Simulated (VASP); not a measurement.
An input for Ansatz (written as the equivalent of a VASP run, and not itself run):

Ansatz 0.2 input:
```yaml
crystal:
  lattice:
    - [3.1600000, 0.0000000, 0.0000000]
    - [-1.5800000, 2.7366400, 0.0000000]
    - [0.0000000, 0.0000000, 12.3000000]
  atoms:
    - { symbol: Mo, position: [0.6666670, 0.3333330, 0.7500000] }
    - { symbol: Mo, position: [0.3333330, 0.6666670, 0.2500000] }
    - { symbol: S, position: [0.6666670, 0.3333330, 0.3790000] }
    - { symbol: S, position: [0.3333330, 0.6666670, 0.8790000] }
    - { symbol: S, position: [0.3333330, 0.6666670, 0.6210000] }
    - { symbol: S, position: [0.6666670, 0.3333330, 0.1210000] }
kpoints:
  mp_grid: { grid: [9, 9, 2] }
hamiltonian:
  xc: pbe
  pseudopotentials: { kind: paw }
scf:
  occupations: { method: gaussian, width: 0.05 }
  max_iter: 100
relax:
  max_steps: 60
  f_tol: 0.01
  cell: {}
output: { forces: true, stress: true, eigenvalues: true }
```

Question: Write the VASP files for the same calculation (PBE).

Answer: This is not unique; one that fits is 
### KPOINTS
```
Automatic mesh
0
gamma
 9 9 2
0 0 0
```

### POSCAR
```
MoS2
1
    3.1600000000     0.0000000000     0.0000000000
   -1.5800000000     2.7366400000     0.0000000000
    0.0000000000     0.0000000000    12.3000000000
Mo S
2 4
Direct
  0.6666670000   0.3333330000   0.7500000000
  0.3333330000   0.6666670000   0.2500000000
  0.6666670000   0.3333330000   0.3790000000
  0.3333330000   0.6666670000   0.8790000000
  0.3333330000   0.6666670000   0.6210000000
  0.6666670000   0.3333330000   0.1210000000
```

INCAR:
```
# general
SYSTEM =MoS2
PREC   =Accurate
ENCUT  =480
LREAL  =.FALSE.
LASPH  =.TRUE.

# electronic loop
EDIFF  =1E-6
NELM   =100
ALGO   =Normal
LMAXMIX=4

# smearing
ISMEAR =0
SIGMA  =0.05

# functional
GGA    =PE

# ions
IBRION =2
NSW    =60
ISIF   =3
EDIFFG =-0.01

# output
LWAVE  =.FALSE.
LCHARG =.FALSE.
```

POTCAR, in this order: Mo_sv S (PBE.64 set). Program: vasp_std.

The two are equivalent in intent, not identical: each code has its own PAW files, so the cut-off isn't converted (ENCUT is set for VASP's; basis.ecutwfc is left out, and Ansatz then takes the one that its files recommend); Ansatz stops its SCF on the density residual and VASP on the energy change (EDIFF).

The compound is MoS2 in the 2H layered structure. This run relaxes it. Symmetry was kept, so distortions that lower it aren't found.
